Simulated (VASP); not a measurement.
Here is the system:

```
Ir
1.0
    0.00000     1.94681     1.94681
    1.94681     0.00000     1.94681
    1.94681     1.94681     0.00000
Ir
1
Direct
  0.00000   0.00000   0.00000
```

Method: TPSS meta-GGA, VASP's PBE PAW potentials (set 64) (plane waves; VASP). Numerical set-up: 520 eV cut-off, 16×16×16 Γ-centred mesh, first-order Methfessel-Paxton smearing of 0.10 eV, potentials Ir.

Q: The job: Ir (fcc), 1 atom, TPSS, static run, 520 eV, 16×16×16 Γ-centred mesh. Roughly how much core time does it take on a busy server core?

A: About 50 core-seconds (one run on a shared machine, a rough figure). It had 145 irreducible k-points, 8 bands, up to 415 plane waves and 15 electronic steps.

The compound is Ir in the fcc structure. This cell is one point of a volume scan, at 1.03 of the reference volume.
